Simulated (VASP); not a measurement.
```
PbTe
1.0
    0.00000     3.33042     3.33042
    3.33042     0.00000     3.33042
    3.33042     3.33042     0.00000
Te Pb
1 1
Cartesian
  0.00000   0.00000   0.00000
  3.33042   3.33042   3.33042
```

Method: PBEsol GGA, VASP's PBE PAW potentials (set 64) (plane waves; VASP 6.6.1). Run with 300 eV cut-off, 6×6×6 Γ-centred mesh, Gaussian smearing of 0.010 eV, potentials Te Pb_d.

At this cut-off the stress carries a Pulay error, which pulls relaxed volumes low.

Q: Give the stress tensor in GPa (positive for a compressed cell).

A: 
```
-3.84   0.00   0.00
 0.00  -3.84   0.00
 0.00   0.00  -3.84
```
The pressure is its mean diagonal, -3.84 GPa.

The structure comes from a computed database's TePb entry; how it stands against other phases isn't given here. The cell was not relaxed at this level.
